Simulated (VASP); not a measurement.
Output of a VASP run:

### OUTCAR
```
 ion  position               nearest neighbor table
   1  0.667  0.333  0.384-   2 2.57   2 2.57   2 2.57   4 2.63   4 2.63   4 2.63
   2  0.333  0.667  0.310-   1 2.57   1 2.57   1 2.57
   3  0.667  0.333  0.539-   6 2.63   6 2.63   6 2.63   4 2.67   4 2.67   4 2.67
   4  0.333  0.667  0.461-   1 2.63   1 2.63   1 2.63   3 2.67   3 2.67   3 2.67
   5  0.667  0.333  0.690-   6 2.57   6 2.57   6 2.57
   6  0.333  0.667  0.616-   5 2.57   5 2.57   5 2.57   3 2.63   3 2.63   3 2.63
  LATTYP: Found a hexagonal cell.
 ALAT       =     2.6916765421
 C/A-ratio  =    10.2604840839
 Subroutine PRICEL returns:
 Original cell was already a primitive cell.
 Subroutine GETGRP returns: Found 12 space group operations
The static configuration has the point symmetry D_3d.
The dynamic configuration has the point symmetry D_3d.
 Subroutine INISYM returns: Found 12 space group operations
 Subroutine IBZKPT returns following result:
 Found     19 irreducible k-points:

 Following reciprocal coordinates:
            Coordinates               Weight
  0.000000  0.000000  0.000000      1.000000
  0.083333  0.000000  0.000000      6.000000
  0.166667  0.000000  0.000000      6.000000
  0.250000  0.000000  0.000000      6.000000
  0.333333  0.000000  0.000000      6.000000
  0.416667  0.000000  0.000000      6.000000
  0.500000  0.000000  0.000000      3.000000
  0.083333  0.083333  0.000000      6.000000
  0.166667  0.083333  0.000000     12.000000
  0.250000  0.083333  0.000000     12.000000
  0.333333  0.083333  0.000000     12.000000
  0.416667  0.083333  0.000000     12.000000
  0.166667  0.166667  0.000000      6.000000
  0.250000  0.166667  0.000000     12.000000
  0.333333  0.166667  0.000000     12.000000
  0.416667  0.166667  0.000000      6.000000
  0.250000  0.250000  0.000000      6.000000
  0.333333  0.250000  0.000000     12.000000
  0.333333  0.333333  0.000000      2.000000
   k-points           NKPTS =     19   k-points in BZ     NKDIM =     19   number of bands    NBANDS=     50
   number of dos      NEDOS =    301   number of ions     NIONS =      6
   total plane-waves  NPLWV =  27440
   dimension x,y,z NGX =    14 NGY =   14 NGZ =  140
   dimension x,y,z NGXF=    28 NGYF=   28 NGZF=  280
   ions per type =               6
   PREC   = normal    normal or accurate (medium, high low for compatibility)
   ISTART =      1    job   : 0-new  1-cont  2-samecut
   ICHARG =      0    charge: 1-file 2-atom 10-const
   ISPIN  =      1    spin polarized calculation?
   LNONCOLLINEAR =      F non collinear calculations
   LSORBIT =      F    spin-orbit coupling
   INIWAV =      1    electr: 0-lowe 1-rand  2-diag
   ENCUT  =  400.0 eV  29.40 Ry    5.42 a.u.   4.39  4.39 45.04*2*pi/ulx,y,z
   NELM   =    100;   NELMIN=  4; NELMDL=  0     # of ELM steps
   EDIFF  = 0.1E-05   stopping-criterion for ELM
   LREAL  =      F    real-space projection
   NLSPLINE    = F    spline interpolate recip. space projectors
   LMAXMIX     =    4 max onsite mixed and CHGCAR
   VOSKOWN=      0    Vosko Wilk Nusair interpolation
   EDIFFG = 0.1E-04   stopping-criterion for IOM
   NSW    =      0    number of steps for IOM
   NBLOCK =      1;   KBLOCK =      1    inner block; outer block
   IBRION =     -1    ionic relax: 0-MD 1-quasi-New 2-CG
   NFREE  =      0    steps in history (QN), initial steepest desc. (CG)
   ISIF   =      2    stress and relaxation
   ISYM   =      2    0-nonsym 1-usesym 2-fastsym
   TEIN   =    0.0    initial temperature
   TEBEG  =    0.0;   TEEND  =   0.0 temperature during run
   SMASS  =  -3.00    Nose mass-parameter (am)
   PSTRESS=    0.0 pullay stress
   NELECT =      84.0000    total number of electrons
   EFERMI =   0.00;   METHOD = LEGACY
   ISMEAR =     1;   SIGMA  =   0.10  broadening in eV -4-tet -1-fermi 0-gaus
   IALGO  =     38    algorithm
   LDIAG  =      T    sub-space diagonalisation (order eigenvalues)
   IMIX   =      4    mixing-type and parameters
     AMIX     =   0.40;   BMIX     =  1.00
     AMIX_MAG =   1.60;   BMIX_MAG =  1.00
     AMIN     =   0.10
...
```

File OSZICAR:
```
       N       E                     dE             d eps       ncg     rms          rms(c)
DAV:   1    -0.586801689861E+02   -0.58680E+02   -0.17479E-03  2456   0.275E-01    0.159E-01
DAV:   2    -0.586999851442E+02   -0.19816E-01   -0.90662E-02  2478   0.218E+00    0.110E+00
DAV:   3    -0.586796611314E+02    0.20324E-01   -0.70040E-02  2594   0.177E+00    0.697E-02
DAV:   4    -0.586796715168E+02   -0.10385E-04   -0.70370E-04  2154   0.171E-01    0.143E-02
DAV:   5    -0.586796754058E+02   -0.38890E-05   -0.41907E-05  2544   0.378E-02    0.337E-03
DAV:   6    -0.586796759365E+02   -0.53068E-06   -0.12755E-06  1414   0.640E-03
   1 F= -.58679676E+02 E0= -.58679660E+02  d E =-.488506E-04
```

File OUTCAR:
```
------------------------ aborting loop because EDIFF is reached ----------------------------------------
  FORCE on cell =-STRESS in cart. coord.  units (eV):
  Direction    XX          YY          ZZ          XY          YZ          ZX
  --------------------------------------------------------------------------------------
  Total       -3.8371088     -3.8371093     -0.7092002      0.0000000      0.0000000     -0.0000000
  in kB      -35.4770563    -35.4770610     -6.5571076      0.0000000      0.0000000     -0.0000000
  external PRESSURE =     -25.8370750 kB  Pullay stress =       0.0000000 kB
  volume of cell :      173.29
      direct lattice vectors                 reciprocal lattice vectors
     2.691676542  0.000000000  0.000000000     0.371515665  0.214494655  0.000000000
    -1.345838271  2.331060419  0.000000000     0.000000000  0.428989310  0.000000000
     0.000000000  0.000000000 27.617904319     0.000000000  0.000000000  0.036208395
 POSITION                                       TOTAL-FORCE (eV/Angst)
 -----------------------------------------------------------------------------------
      1.34584      0.77702     10.60639         0.000000     -0.000000      0.014539
     -0.00000      1.55404      8.55982         0.000000      0.000000      0.007688
      1.34584      0.77702     14.89274         0.000000     -0.000000     -0.019632
     -0.00000      1.55404     12.72516        -0.000000      0.000000      0.019632
      1.34584      0.77702     19.05808         0.000000      0.000000     -0.007688
     -0.00000      1.55404     17.01152        -0.000000      0.000000     -0.014539
 -----------------------------------------------------------------------------------
    total drift:                                0.000000      0.000000      0.000000
  FREE ENERGIE OF THE ION-ELECTRON SYSTEM (eV)
  ---------------------------------------------------
  free  energy   TOTEN  =       -58.6796759365 eV

  energy  without entropy=      -58.6796270859  energy(sigma->0) =      -58.67965965

 total charge

# of ion       s       p       d       tot
------------------------------------------
    1        0.417   6.345   5.961  12.723
    2        0.402   6.236   5.960  12.598
    3        0.407   6.325   5.959  12.690
    4        0.407   6.325   5.959  12.690
    5        0.402   6.236   5.960  12.598
    6        0.417   6.345   5.961  12.723
--------------------------------------------------
tot          2.451  37.813  35.759  76.023
```
(Selected blocks of OUTCAR.)

POSCAR:
```
Ru(001) slab
1
    2.6916765421     0.0000000000     0.0000000000
   -1.3458382711     2.3310604189     0.0000000000
    0.0000000000     0.0000000000    27.6179043192
Ru
6
Direct
  0.6666670000   0.3333330000   0.3840403323
  0.3333330000   0.6666670000   0.3099373381
  0.6666670000   0.3333330000   0.5392423126
  0.3333330000   0.6666670000   0.4607576874
  0.6666670000   0.3333330000   0.6900626619
  0.3333330000   0.6666670000   0.6159596677
```

Reconstruct the remaining input files.

This is not unique; one that fits is the input of the run itself, PBEsol GGA, plane waves, VASP's PBE PAW potentials (set 64).

**INCAR**
```
SYSTEM = Ru(001) slab
PREC = Normal
ENCUT = 400
EDIFF = 1E-6
NELM = 100
ALGO = Normal
LREAL = .FALSE.
LASPH = .TRUE.
ISMEAR = 1
SIGMA = 0.1
GGA = PS
LMAXMIX = 4
LWAVE = .FALSE.
LCHARG = .FALSE.
NELMIN = 4
LDIPOL = .TRUE.
IDIPOL = 3
DIPOL = 0.5 0.5 0.5
LVHAR = .TRUE.
LORBIT = 11
```

KPOINTS:
```
Regular mesh
0
Gamma
 12 12 1
```

POTCAR, in this order: Ru_pv (PBE.64 set). Program: vasp_std. Read from the step before: WAVECAR.

The cell is a thin slab with vacuum, built from Ru (hcp): (001) face.
